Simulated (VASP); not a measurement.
Data:

```
CELL_PARAMETERS angstrom
      5.39685     0.00000     0.00000
      0.00000     5.39685     0.00000
      0.00000     0.00000     5.39685
ATOMIC_POSITIONS crystal
  Hg 0.00000 0.00000 0.00000
  Se 0.27416 0.27416 0.27416
  Se 0.72584 0.72584 0.27416
  Se 0.72584 0.27416 0.72584
  Se 0.27416 0.72584 0.72584
  Be 0.50000 0.50000 0.00000
  Be 0.50000 0.00000 0.50000
  Be 0.00000 0.50000 0.50000
```

Level of theory: PBEsol GGA, VASP's PBE PAW potentials (set 64) (plane waves; VASP 6.6.1). Settings: 400 eV cut-off, 5×5×5 Γ-centred mesh, tetrahedra with Blöchl corrections, potentials Hg Se Be.

Unless said otherwise, spin-orbit coupling is left out, though it shifts the bands of the heavy elements here.

Task: Estimate the energy per atom (σ→0), band gap (on the k-mesh) with the smallest direct gap where there is one.

Result: 
```json
{
  "band gap (on the k-mesh)": "1.66 eV",
  "smallest direct gap (on the k-mesh)": "1.66 eV",
  "energy per atom (σ→0)": "-4.062 eV/atom"
}
```

Total energies compare only between runs with the same potentials, cut-off and functional.

The structure was generated: Be3HgSe4 was put into an ordered model structure (P-43m), which need not be its known phase. It was relaxed first.
